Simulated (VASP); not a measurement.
The system is SiSnH6, in a box.

```
Si Sn H
1.0
    14.00000    0.00000    0.00000
     0.00000   12.00000    0.00000
     0.00000    0.00000   13.00000
Si Sn H
1 1 6
Direct
  0.44916 0.51826 0.41199
  0.53727 0.49737 0.58350
  0.34569 0.53775 0.43042
  0.46036 0.41549 0.34928
  0.48846 0.61419 0.35328
  0.52575 0.61531 0.65595
  0.65616 0.47393 0.56373
  0.49235 0.38819 0.65246
```

Base run:

| Quantity | Value |
| --- | --- |
| Program | VASP 6.6.1 |
| Functional | HSE06 |
| Dispersion | TS |
| Potentials or basis | VASP PAW PBE potentials, release 64 (Si, Sn_d, H) |
| Cutoff | 520 eV |
| k mesh | 1 × 1 × 1 |
| Occupations | gaussian, width 0.01 eV |
| Spin | no spin polarisation |

Its results: gap between the frontier levels 6.95 eV; largest force 0.061 eV/Å.

Task: The run is repeated on the same cell with these changes: functional from HSE06 to PBE; further incar settings from ALGO = Normal; EDIFF = 1e-07; NBANDS = 22 to ALGO = Fast; EDIFF = 1e-06. What comes out?

Result: Gap between the frontier levels 5.93 eV; largest force 0.174 eV/Å.

Caveats: spin-orbit coupling is left out, which moves the levels of the heavy elements; the PAW data sets were made with another functional, which shifts forces and pressure a little (some runs).

